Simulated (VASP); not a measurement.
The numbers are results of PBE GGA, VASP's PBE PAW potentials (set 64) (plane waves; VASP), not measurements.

Input for VASP

### INCAR
```
SYSTEM = CdF2
PREC = Normal
ENCUT = 450
EDIFF = 1E-5
NELM = 100
ALGO = Fast
LREAL = .FALSE.
LASPH = .TRUE.
ISMEAR = 0
SIGMA = 0.05
GGA = PE
LMAXMIX = 4
LWAVE = .FALSE.
LCHARG = .FALSE.
NELMIN = 4
IBRION = 2
ISIF = 2
NSW = 20
EDIFFG = -0.03
```

### KPOINTS
```
Regular mesh
0
gamma
9 9 9
```

File POSCAR:
```
CdF2
1.0
  0.0000000000   2.7443879669   2.7443879669
  2.7443879669   0.0000000000   2.7443879669
  2.7443879669   2.7443879669   0.0000000000
Cd F
1 2
Direct
  0.0000000000   0.0000000000   0.0000000000
  0.2500000000   0.2500000000   0.2500000000
  0.7500000000   0.7500000000   0.7500000000
```

POTCAR, in this order: Cd F (PBE.64 set). Program: vasp_std.

What VASP printed:

File OSZICAR:
```
       N       E                     dE             d eps       ncg     rms          rms(c)
DAV:   1     0.186381791774E+03    0.18638E+03   -0.14628E+04  1223   0.138E+03
DAV:   2    -0.502671967156E+01   -0.19141E+03   -0.18601E+03  1353   0.365E+02
DAV:   3    -0.126548367548E+02   -0.76281E+01   -0.76133E+01  1266   0.821E+01
DAV:   4    -0.126891459808E+02   -0.34309E-01   -0.34305E-01  1403   0.557E+00
DAV:   5    -0.126892596258E+02   -0.11364E-03   -0.11364E-03  1268   0.275E-01    0.971E+00
RMM:   6    -0.109604567516E+02    0.17288E+01   -0.52209E+00  1190   0.164E+01    0.756E+00
RMM:   7    -0.109343145700E+02    0.26142E-01   -0.19810E-01  1190   0.405E+00    0.360E+00
RMM:   8    -0.109153555757E+02    0.18959E-01   -0.49093E-02  1190   0.250E+00    0.902E-01
RMM:   9    -0.109154535551E+02   -0.97979E-04   -0.60133E-03  1190   0.874E-01    0.149E-01
RMM:  10    -0.109160535747E+02   -0.60002E-03   -0.33291E-03  1190   0.423E-01    0.146E-01
RMM:  11    -0.109157986953E+02    0.25488E-03   -0.59522E-04  1142   0.190E-01    0.187E-02
RMM:  12    -0.109158051726E+02   -0.64773E-05   -0.97911E-05  1016   0.864E-02
   1 F= -.10915805E+02 E0= -.10915805E+02  d E =-.109158E+02
```

File OUTCAR:
```
------------------------ aborting loop because EDIFF is reached ----------------------------------------
  FORCE on cell =-STRESS in cart. coord.  units (eV):
  Direction    XX          YY          ZZ          XY          YZ          ZX
  --------------------------------------------------------------------------------------
  Total       -0.5293973     -0.5293973     -0.5293973      0.0000000     -0.0000000      0.0000000
  in kB      -20.5175654    -20.5175654    -20.5175654      0.0000000     -0.0000000      0.0000000
  external PRESSURE =     -20.5175654 kB  Pullay stress =       0.0000000 kB
  volume of cell :       41.34
      direct lattice vectors                 reciprocal lattice vectors
     0.000000000  2.744387967  2.744387967    -0.182189984  0.182189984  0.182189984
     2.744387967  0.000000000  2.744387967     0.182189984 -0.182189984  0.182189984
     2.744387967  2.744387967  0.000000000     0.182189984  0.182189984 -0.182189984
 POSITION                                       TOTAL-FORCE (eV/Angst)
 -----------------------------------------------------------------------------------
      0.00000      0.00000      0.00000         0.000000      0.000000     -0.000000
      1.37219      1.37219      1.37219         0.000000     -0.000000      0.000000
      4.11658      4.11658      4.11658        -0.000000     -0.000000     -0.000000
 -----------------------------------------------------------------------------------
    total drift:                                0.000000     -0.000000      0.000000
  FREE ENERGIE OF THE ION-ELECTRON SYSTEM (eV)
  ---------------------------------------------------
  free  energy   TOTEN  =       -10.9158051726 eV

  energy  without entropy=      -10.9158051726  energy(sigma->0) =      -10.91580517

 reached required accuracy - stopping structural energy minimisation
```
(Selected blocks of OUTCAR.)

At this cut-off the stress carries a Pulay error, which pulls relaxed volumes low.

The compound is CdF2 in the fluorite structure. It was relaxed first, which changed the volume by +6 %.
